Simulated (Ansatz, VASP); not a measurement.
**AlNi in two plane-wave programs**

Wanted: the spread between two codes on one cell, functional and k mesh. The cell is taken from a series of runs on this material, whose earlier steps may have relaxed, scaled, displaced or heated it; both programs get it as it stands.

Main program and level: Ansatz 0.2.0; plane waves, with VASP 6.6.1 beside it; zone-centre phonons at LDA.

## 1. The starting structure

The structure is tetragonal, space group P4/mmm (No. 123). Conventional cell: a = 2.889 Å, b = 2.889 Å, c = 2.767 Å, α = 90.00°, β = 90.00°, γ = 90.00°. Al has 8 Ni at 2.47 Å nearest. Nearest to Ni lie 8 Al at 2.47 Å. Farther neighbours are not listed.

## 2. Ansatz: zone-centre phonons, LDA

Ansatz runs on its PAW soft_1 files.

Second derivatives magnify differences that forces hide, and they need a tight electronic threshold.

The input, input.yaml:

```yaml
crystal:
  lattice:
    - [2.8885549533, 0.0, 0.0]
    - [0.0, 2.8885549533, 0.0]
    - [0.0, 0.0, 2.7674769292]
  atoms:
    - { symbol: Al, position: [0.0, 0.0, 0.0] }
    - { symbol: Ni, position: [0.5, 0.5, 0.5] }
kpoints:
  mp_grid: { grid: [16, 16, 16] }
hamiltonian:
  xc: lda
  pseudopotentials: { kind: paw, azcp: { folder: soft_1 }, xc_functional: pbe }
scf:
  occupations: { method: methfessel_paxton, width: 0.2 }
output:
  eigenvalues: true
phonons:
  method: dfpt
```

Launch:

```bash
$ ansatz run input.yaml --threads 4 --pin off --max-ram 10240MiB --backend cpu --events-out ev --progress --plain --runs-dir out
```

Numbers of over 12 decimals in the logs are rounded to 6 here.

What it wrote:

```text
zone centre: on kpoints.mp_grid the ground state, and the responses unless they are solved on pairs of k-points, stand on 729 of the mesh's 4096 k-points, reduced under 8 symmetry operations, with k and −k counted as one. Each operation leaves every solved displacement unchanged or reverses it
Engine: ansatz 0.2.0, aarch64-unknown-linux-gnu
Pseudopotentials: kind: paw
Pseudopotential: Al, paw, valence charge 3, recommended cutoff 420 eV (normal), soft_1/Al.paw.azcp
Pseudopotential: Ni, paw, valence charge 18, recommended cutoff 420 eV (normal), soft_1/Ni.paw.azcp
Functional definition: SPW92
  exchange = slater_x
  correlation = pw_c
Crystal: 2 atoms, lattice volume = 23.091 Å³
Basis set: ecut = 420 eV, 461 PW (Γ), exchange–correlation on 40×40×40 points (8 copies of the dense FFT grid, shifted against one another)
Bands: 15, of which v1, the nominal top of the filled ones, is band 11 counted from 1 (10 counted from 0)
Symmetry: 16 space group operations
k-points: 729 of 4096 (irreducible under 8 space group operations)
Non-local potential: Al, projectors of the file, l = 0: 2, l = 1: 2, l = 2: 1
Non-local potential: Ni, projectors of the file, l = 0: 3, l = 1: 2, l = 2: 3, l = 3: 1
PAW form: soft (Blöchl's): semilocal exchange-correlation on the pseudo side does not see the compensation charge
PAW frozen core: Al, regenerated for the run's functional, and the local potential with it (the file was generated under x = pbe(κ = 0.804, μ = 0.219515), c = pbe(β = 0.066725))
PAW frozen core: Ni, regenerated for the run's functional, and the local potential with it (the file was generated under x = pbe(κ = 0.804, μ = 0.219515), c = pbe(β = 0.066725))
PAW one-centre angular grid: Al, 110 points (default); XC on 64 Gauss nodes
PAW one-centre angular grid: Ni, 590 points (default); XC on 64 Gauss nodes
Initial density: superposition of atomic densities (chi_scale 0.1, normalization cell, long waves kept (reshape's long-wave potential 0.00 eV rms))
Initial wavefunctions: pseudopotential atomic-orbital guess
Functional: x = slater, c = lda
SCF iter   1: F=—  HF=-6288.057254 eV  |F-HF|=—  |Δ(HF+E_count)|=         —  Δρ=7.64e-2  dr2=1.43e0  ethr=3.10e-3  ⟨swp⟩=4.0  Hψ=48469  notcnv=0
preconditioner: auto → none  [metal: Δε(μ)=0.018 eV  Ē_g=10.388 eV  σ=0.200 eV  W_gap=0.07  n_scr=6 (ndim 8)  ℏωp=27.9 eV  f_vac=0.000  D(μ)=0.69/eV (n_scr^D=6)  sad-step TF]
SCF iter   2: F=—  HF=-6287.879077 eV  |F-HF|=—  |Δ(HF+E_count)|=   1.78e-1  S|Δr|=    0.00e0  Δρ=5.89e-2  dr2=8.85e-1  ethr=3.10e-3  ⟨swp⟩=2.0  Hψ=19595  notcnv=0  defer=154
SCF iter   3: F=—  HF=-6287.676912 eV  |F-HF|=—  |Δ(HF+E_count)|=   2.02e-1  S|Δr|=    0.00e0  Δρ=1.90e-2  dr2=8.13e-2  ethr=3.10e-3  ⟨swp⟩=2.0  Hψ=13980  notcnv=0  defer=154
SCF iter   4: F=—  HF=-6287.662131 eV  |F-HF|=—  |Δ(HF+E_count)|=   1.48e-2  S|Δr|=    0.00e0  Δρ=5.04e-3  dr2=3.31e-3  ethr=3.87e-4  ⟨swp⟩=2.0  Hψ=18218  notcnv=0  defer=144
SCF iter   5: F=—  HF=-6287.662032 eV  |F-HF|=—  |Δ(HF+E_count)|=   9.86e-5  S|Δr|=    0.00e0  Δρ=1.37e-3  dr2=2.02e-4  ethr=1.58e-5  ⟨swp⟩=2.3  Hψ=14553  notcnv=0  defer=144
SCF iter   6: F=—  HF=-6287.661968 eV  |F-HF|=—  |Δ(HF+E_count)|=   6.43e-5  S|Δr|=    0.00e0  Δρ=3.45e-4  dr2=1.36e-5  ethr=9.61e-7  ⟨swp⟩=2.4  Hψ=16216  notcnv=0  defer=144
SCF iter   7: F=—  HF=-6287.661963 eV  |F-HF|=—  |Δ(HF+E_count)|=   4.68e-6  S|Δr|=    0.00e0  Δρ=4.70e-5  dr2=2.74e-7  ethr=6.46e-8  ⟨swp⟩=2.2  Hψ=15248  notcnv=0  defer=144
SCF iter   8: F=—  HF=-6287.661983 eV  |F-HF|=—  |Δ(HF+E_count)|=   1.96e-5  S|Δr|=    0.00e0  Δρ=3.57e-6  dr2=1.69e-9  ethr=1.30e-9  ⟨swp⟩=2.3  Hψ=15997  notcnv=0  defer=144
SCF iter   9: F=-6287.661983 eV  HF=-6287.661983 eV  |F-HF|=9.09e-12  |Δ(HF+E_count)|=  3.17e-10  S|Δr|=    0.00e0  Δρ=2.56e-7  dr2=9.83e-12  ethr=1.00e-12  ⟨swp⟩=5.2  Hψ=55535  notcnv=0
the search or the solves at the SCF's close seem to have found levels that the self-consistency loop had missed (the run counts 2). By its estimate they hold under 1e-12 electrons; where the run keeps them, the occupations were computed again with them
SCF 1 converged in 9 iterations: F = -6287.661983 eV  dr2 = 9.83e-12
  greatest PAW one-centre occupation: 1.001 electrons in one spin orbital (limit 2), on the Ni atom at site 1 (counted from 0), in its partial waves of l = 1
DFPT response loops at Γ: preconditioner auto → Kerker (q_TF=auto, 2.685 Å⁻¹) (partly filled bands, converged f_vac=0.000); β = 1.00, the filter's whole step (`scf.mixing.beta` (0.50) is not read by the response loops under this deck's `scf.mixing.preconditioner`; to damp them name `kerker` or `kerker_dos`, under which they read `scf.mixing.beta`, and type it under 1.00, their step now; both keys bind the ground state too); Broyden in place of MSR1
SCF converged after 9 iterations
Stability not checked: this state was not tested for a lower state beside it, because cold or Methfessel-Paxton smearing, or corrected tetrahedra, fill the levels in a way that the test cannot read (fill_not_monotonic; see scf.lower_state_search)
Free energy (F): -6287.661983 eV
Harris-Foulkes:  -6287.661983 eV  (|F-HF|=9.09e-12)
Internal energy: -6287.661597 eV  (E = F + TS)
E sigma→0 (E₀):  -6287.661887 eV
Entropy (-TS):   -0.000386 eV (-0.193 meV/atom)
Fermi energy:    14.140350 eV
--- Per-component energies (eV) ---
  E_band       = -331.271742
  E_kinetic    = 370.239719
  E_local      = -3705.281778  (includes V_loc(G=0)·N_el)
  E_nonlocal   = -101.877228
  E_hartree    = 1945.202683
  E_xc         = -152.124629
  E_vxc        = -178.300661  (∫ρ·V_xc dr)
  E_paw        = -2037.520502  (= ΣΔE_a)
  E_vpaw       = -606.457763  (= ΣTr[D̂ρ^β])
  E_aug_tail   = 0.000843  (compensation charges beyond the density's cutoff)
  E_ewald      = -2606.790543
  E_core_change = 0.489838  (= ΣΔE_core)
  E_smearing   = -0.000386  (= −TS)
  E_closure    = -0.000000  (closes the sum)
  Σ components = -6287.661983   (vs F -6287.661983, Δ=0.00e0)
--- Band table (eV; the first three rows and the last of 729) ---
  k-point 0: bands = [... 7 lower, 12.4238, 12.5615, 12.5615, 19.2199, 19.2199, 20.8078, 22.2596, 22.5066]
  k-point 1: bands = [... 7 lower, 12.4284, 12.5210, 12.5210, 19.3250, 19.3250, 19.8128, 22.2663, 23.3133]
  k-point 2: bands = [... 7 lower, 12.4100, 12.4100, 12.4417, 18.2673, 19.6306, 19.6306, 22.2864, 24.3180]
  k-point 728: bands = [... 7 lower, 13.0484, 13.1551, 16.0777, 16.0777, 16.1634, 18.0461, 18.4788, 18.9521]
--- Phonons (Γ-DFPT): 4 representative perturbations + reference, on 729 of 4096 k-points (Σ response iterations 13) ---
  k mesh reduced under 8 symmetry operations, with k and −k counted as one. Each operation leaves every solved displacement unchanged or reverses it
  ASR residual: 7.201e-5 → 0.000e0 eV/Å²; symmetrization residual: 1.738e-6 eV/Å²
  ASR residual per site (eV/Å²): 2.15e-5 7.20e-5
  Γ frequencies (cm⁻¹): 0.00 0.00 0.00 294.97 296.91 296.91
  non-analytic LO–TO correction: not included (Born effective charges unavailable; polar crystals: no LO–TO splitting at Γ)
```

[end of part 1 of 2]

[Lines on the potential files, build, host, timing and source positions are cut from VASP's logs without a mark.]

[Logs are printed without paths, hosts, clocks, repeated set-up lines and the standing remarks that a program may print on its own settings, such as how far it seeks lower states.]

[Hosts, paths, dates, database ids (printed as entryN), source tags and the programs' standing remarks are cut or masked in the printed files.]
